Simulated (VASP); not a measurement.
The cell holds one TaC (rock salt) (100) slab, with vacuum along c, ions free to move until forces fall under 0.03 eV/Å, no reconstruction beyond this cell, dipole correction on.

Input:

```
TaC
1.0
    3.14196     0.00000     0.00000
    0.00000     3.14196     0.00000
    0.00000     0.00000    28.27435
Ta C
6 6
Direct
  0.00000   0.50000   0.30857
  0.50000   0.00000   0.38370
  0.00000   0.50000   0.45963
  0.50000   0.00000   0.54037
  0.00000   0.50000   0.61630
  0.50000   0.00000   0.69143
  0.00000   0.50000   0.38168
  0.50000   0.00000   0.30164
  0.00000   0.50000   0.53845
  0.50000   0.00000   0.46155
  0.00000   0.50000   0.69836
  0.50000   0.00000   0.61832
```

Calculation: PBEsol GGA, VASP's PBE PAW potentials (set 64) (plane waves; VASP 6.6.1). Settings: 450 eV cut-off, 9×9×1 Γ-centred mesh, first-order Methfessel-Paxton smearing of 0.10 eV, potentials Ta_pv C.

Slab and bulk use different k-meshes, so the surface energy is good to a few per cent at best. Unless said otherwise, spin-orbit coupling is left out, though it shifts the bands of the heavy elements here.

Question: Predict its surface energy, work function, band gap (on the k-mesh).

Answer: 
| Property | Value |
|---|---|
| surface energy | 1.77 J/m² |
| work function | 3.76 eV |
| band gap (on the k-mesh) | none (metal, semimetal or under 0.01 eV) |

The cell is a thin slab with vacuum, built from TaC (rock salt): (100) face.
